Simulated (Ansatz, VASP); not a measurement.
## Mg2ZnS3 in VASP and in Ansatz

```xyz
6
Lattice="3.4414 0.0000 0.0000 0.0000 3.5386 0.0000 0.0000 0.0000 9.8508" Properties=species:S:1:pos:R:3 pbc="T T T"
Mg    0.0000    0.0000    9.5339
Mg    0.0000    1.7693    6.2949
Zn    1.7207    0.0000    3.1265
S     1.7207    1.7693    8.4045
S     1.7207    1.7693    1.7292
S     1.7207    0.0000    5.3886
```

Change from the starting cell: species swapped into the Nd2In3Cu type (Pmm2, No. 25).

Alike in both runs: functional PBE; k mesh 6 × 6 × 2; occupations gaussian, width 0.1 eV; no spin polarisation.

Ansatz relaxed the structure, and its values are those at the end. VASP's run is a single point on that final structure, the one shown.

```csv
,VASP,Ansatz
version,VASP 6.6.1,Ansatz 0.2.0
potentials or method,"VASP PAW PBE potentials, release 64 (Mg, Zn, S)","scalar-relativistic, plane waves, PAW"
plane-wave cutoff (eV),520,420
valence electrons in the cell,34,50
```

Ansatz gave:

| Item | Value |
| --- | --- |
| gap on the k mesh at the Fermi level (eV) | 0.13 |
| least direct gap on the mesh (eV) | 0.46 |
| pressure (GPa) | -0.1 |
| rms of the force components (eV/Å) | 0.007 |

What did VASP give for the same quantities?

gap on the k mesh at the Fermi level (eV): 0.13; least direct gap on the mesh (eV): 0.46; pressure (GPa): -0.2; rms of the force components (eV/Å): 0.010.

The two sets of potentials don't hold the same shells in valence.
